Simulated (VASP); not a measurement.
Computed with PBEsol GGA, VASP's PBE PAW potentials (set 64) (plane waves; VASP).

The input files of a VASP run:

### INCAR
```
SYSTEM = Ca(111) slab
PREC = Normal; ENCUT = 400; LREAL = .FALSE.
LASPH = .TRUE.
EDIFF = 1E-6; NELM = 100; NELMIN = 4
ALGO = Normal
ISMEAR = 1; SIGMA = 0.1
GGA = PS
LWAVE = .FALSE.; LCHARG = .FALSE.; LORBIT = 11
LVHAR = .TRUE.
DIPOL = 0.5 0.5 0.5
LDIPOL = .TRUE.; IDIPOL = 3
```

KPOINTS:
```
Automatic
0
gamma
  8 8 1
```

### POSCAR
```
Ca(111) slab
1
    3.8581960111     0.0000000000     0.0000000000
   -1.9290980056     3.3412954351     0.0000000000
    0.0000000000     0.0000000000    24.1181194548
Ca
3
Direct
  0.3333330000   0.6666670000   0.3736489856
  0.0000000000   0.0000000000   0.5000000000
  0.6666670000   0.3333330000   0.6263510144
```

POTCAR, in this order: Ca_sv (PBE.64 set). Program: vasp_std. Read from the step before: WAVECAR.

Output

**OUTCAR**
```
 ion  position               nearest neighbor table
   1  0.333  0.667  0.374-
   2  0.000  0.000  0.500-
   3  0.667  0.333  0.626-
  LATTYP: Found a hexagonal cell.
 ALAT       =     3.8581960111
 C/A-ratio  =     6.2511389741
 Subroutine PRICEL returns:
 Original cell was already a primitive cell.
 Subroutine GETGRP returns: Found 12 space group operations
The static configuration has the point symmetry D_3d.
The dynamic configuration has the point symmetry D_3d.
 Subroutine INISYM returns: Found 12 space group operations
 Subroutine IBZKPT returns following result:
 Found     10 irreducible k-points:

 Following reciprocal coordinates:
            Coordinates               Weight
  0.000000  0.000000  0.000000      1.000000
  0.125000  0.000000  0.000000      6.000000
  0.250000  0.000000  0.000000      6.000000
  0.375000  0.000000  0.000000      6.000000
  0.500000  0.000000  0.000000      3.000000
  0.125000  0.125000  0.000000      6.000000
  0.250000  0.125000  0.000000     12.000000
  0.375000  0.125000  0.000000     12.000000
  0.250000  0.250000  0.000000      6.000000
  0.375000  0.250000  0.000000      6.000000
   k-points           NKPTS =     10   k-points in BZ     NKDIM =     10   number of bands    NBANDS=     19
   number of dos      NEDOS =    301   number of ions     NIONS =      3
   total plane-waves  NPLWV =  48000
   dimension x,y,z NGX =    20 NGY =   20 NGZ =  120
   dimension x,y,z NGXF=    40 NGYF=   40 NGZF=  240
   ions per type =               3
   PREC   = normal    normal or accurate (medium, high low for compatibility)
   ISTART =      1    job   : 0-new  1-cont  2-samecut
   ICHARG =      0    charge: 1-file 2-atom 10-const
   ISPIN  =      1    spin polarized calculation?
   LNONCOLLINEAR =      F non collinear calculations
   LSORBIT =      F    spin-orbit coupling
...
```

OSZICAR:
```
       N       E                     dE             d eps       ncg     rms          rms(c)
DAV:   1    -0.558653799531E+01   -0.55865E+01   -0.10916E-04   443   0.327E-02    0.867E-03
DAV:   2    -0.558651931176E+01    0.18684E-04   -0.10368E-04   453   0.404E-02    0.346E-03
DAV:   3    -0.558651865181E+01    0.65995E-06   -0.72053E-06   418   0.130E-02    0.126E-03
DAV:   4    -0.558651861622E+01    0.35588E-07   -0.13890E-06   412   0.403E-03
   1 F= -.55865186E+01 E0= -.55878815E+01  d E =0.408859E-02
```

### OUTCAR
```
------------------------ aborting loop because EDIFF is reached ----------------------------------------
  FORCE on cell =-STRESS in cart. coord.  units (eV):
  Direction    XX          YY          ZZ          XY          YZ          ZX
  --------------------------------------------------------------------------------------
  Total        0.1392948      0.1392948      0.0374106     -0.0000000     -0.0000000      0.0000000
  in kB        0.7177991      0.7177989      0.1927801     -0.0000000     -0.0000000      0.0000000
  external PRESSURE =       0.5427927 kB  Pullay stress =       0.0000000 kB
  volume of cell :      310.92
      direct lattice vectors                 reciprocal lattice vectors
     3.858196011  0.000000000  0.000000000     0.259188490  0.149642559  0.000000000
    -1.929098006  3.341295435  0.000000000     0.000000000  0.299285118  0.000000000
     0.000000000  0.000000000 24.118119455     0.000000000  0.000000000  0.041462602
 POSITION                                       TOTAL-FORCE (eV/Angst)
 -----------------------------------------------------------------------------------
     -0.00000      2.22753      9.01171        -0.000000      0.000000     -0.011183
      0.00000      0.00000     12.05906         0.000000      0.000000      0.000000
      1.92910      1.11376     15.10641         0.000000     -0.000000      0.011183
 -----------------------------------------------------------------------------------
    total drift:                               -0.000000      0.000000      0.000000
  FREE ENERGIE OF THE ION-ELECTRON SYSTEM (eV)
  ---------------------------------------------------
  free  energy   TOTEN  =        -5.5865186162 eV

  energy  without entropy=       -5.5906072047  energy(sigma->0) =       -5.58788148

 total charge

# of ion       s       p       d       tot
------------------------------------------
    1        2.097   5.824   0.156   8.078
    2        2.091   5.830   0.175   8.095
    3        2.097   5.824   0.156   8.078
--------------------------------------------------
tot          6.285  17.478   0.488  24.250
```
(Selected blocks of OUTCAR.)

The cell is a thin slab with vacuum, built from Ca (fcc): (111) face.
